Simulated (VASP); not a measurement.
A run of VASP 6.6.1 is set up as follows.

Contents of INCAR:

```
PREC = Accurate
ENCUT = 520
EDIFF = 1E-6
ISMEAR = 0
SIGMA = 0.05
LREAL = F
LASPH = T
NELM = 80
ALGO = Fast
ISIF = 2
LWAVE = F
LCHARG = F
GGA = RP
IBRION = 2
NSW = 60
EDIFFG = -0.01
```

KPOINTS

```
Automatic mesh
0
Gamma
  7 7 7
```

The input POSCAR:

```
YReS
1.0
    3.8891707800      0.0000000000      0.0000000000
    0.0000000000      3.8891707800      0.0000000000
    0.0000000000      0.0000000000      3.9691365600
Y Re S
1 1 1
Direct
    0.0000000000      0.0000000000      0.0000000000
    0.5000000000      0.5000000000      0.5000000000
    0.5000000000      0.5000000000      0.0000000000
```

Potentials or basis: VASP PAW PBE potentials, release 64 (Y_sv, Re, S).

Run with:

```sh
$ cat potpaw_PBE.64/Y_sv/POTCAR potpaw_PBE.64/Re/POTCAR potpaw_PBE.64/S/POTCAR > POTCAR
$ mpirun -np 1 vasp_std > vasp.out
```

Task: Predict the band gap on the k mesh.

Result: None (metal or under the smearing width).

Stress tensor (GPa, compression positive):
```
-0.39  0.00  0.00
 0.00 -0.39  0.00
 0.00  0.00 85.18
```

Caveat: the relaxation stopped at its first step, so nothing moved; a pressure of tens of GPa on the cell as given is suspect, and the run, the potentials or the cell itself is likely at fault; the PAW data sets were made with another functional, which shifts forces and pressure a little. Spin-orbit coupling is left out, which matters for the levels of Re.
